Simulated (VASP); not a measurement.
Computed with PBEsol GGA, VASP's PBE PAW potentials (set 64) (plane waves; VASP).

A VASP calculation is set up with these files.

File POSCAR:
```
BBi
1
   -0.0000000000     2.4723190612     2.4723190612
    2.4723190612     0.0000000000     2.4723190612
    2.4723190612     2.4723190612    -0.0000000000
B Bi
1 1
Direct
  0.0000000000   0.0000000000   0.0000000000
  0.5000000000   0.5000000000   0.5000000000
```

**KPOINTS**
```
Automatic mesh
0
Gamma
13 13 13
0 0 0
```

INCAR:
```
ALGO = Normal
EDIFF = 1E-6
EDIFFG = -0.02
ENCUT = 620
GGA = PS
IBRION = 2
ISIF = 3
ISMEAR = 1
LASPH = .True.
LCHARG = .False.
LMAXMIX = 4
LREAL = .False.
LWAVE = .False.
NELM = 100
NSW = 40
PREC = Accurate
PSTRESS = 300
SIGMA = 0.1
SYSTEM = BBi
```

POTCAR, in this order: B Bi_d (PBE.64 set). Program: vasp_std.

Energy and stress use the plane-wave basis of the starting cell. Unless said otherwise, spin-orbit coupling is left out, though it shifts the bands of the heavy elements here.

### Question
Predict the energy per atom (σ→0), volume per atom, band gap (on the k-mesh).

### Answer

The energy per atom (σ→0) comes out as -4.266 eV/atom. The band gap (on the k-mesh) is none (metal, semimetal or under 0.01 eV) and the volume per atom comes out as 14.35 Å^3/atom.

File OSZICAR:
```
...
DAV:   9    -0.853701238137E+01    0.24927E-06   -0.52012E-07  1347   0.907E-03
   3 F= -.31553967E+01 E0= -.31555024E+01  d E =-.495030E-01
       N       E                     dE             d eps       ncg     rms          rms(c)
DAV:   1    -0.853141386909E+01    0.55988E-02   -0.56161E-03  2724   0.157E+00    0.770E-02
DAV:   2    -0.853123317519E+01    0.18069E-03   -0.32870E-04  2829   0.407E-01    0.315E-02
DAV:   3    -0.853120127643E+01    0.31899E-04   -0.12506E-04  3271   0.228E-01    0.296E-03
DAV:   4    -0.853120202291E+01   -0.74648E-06   -0.30862E-06  2098   0.184E-02
   4 F= -.31554251E+01 E0= -.31555219E+01  d E =-.495314E-01
```

The structure was generated: BBi was put into the rock salt type (Fm-3m), which need not be its known phase. This run relaxes it under an external pressure of 30 GPa. Symmetry was kept, so distortions that lower it aren't found.
